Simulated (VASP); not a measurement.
Data:

```xyz
2
Lattice="0.0000 3.3048 3.3048 3.3048 0.0000 3.3048 3.3048 3.3048 0.0000" Properties=species:S:1:pos:R:3 pbc="T T T"
Cd     0.0000     0.0000     0.0000
Te     1.6524     1.6524     1.6524
```

The numbers are results of PBE GGA with spin-orbit coupling, VASP's PBE PAW potentials (set 64) (plane waves; VASP 6.6.1), not measurements. Numerical set-up: 400 eV cut-off, 6×6×6 Γ-centred mesh, Gaussian smearing of 0.050 eV, potentials Cd Te.

Predict the energy per atom (σ→0), band gap (on the k-mesh) with the smallest direct gap where there is one.

- band gap (on the k-mesh): 0.33 eV
- smallest direct gap (on the k-mesh): 0.33 eV
- energy per atom (σ→0): -2.466 eV/atom

Total energies compare only between runs with the same potentials, cut-off and functional.

The compound is CdTe in the zinc blende structure. The cell was not relaxed at this level. The run is one of a series of settings (GGA_COMPAT = .FALSE., LSORBIT = .TRUE., MAGMOM = 0 0 0 0 0 0, program vasp_ncl against the base run), some of them coarse on purpose.
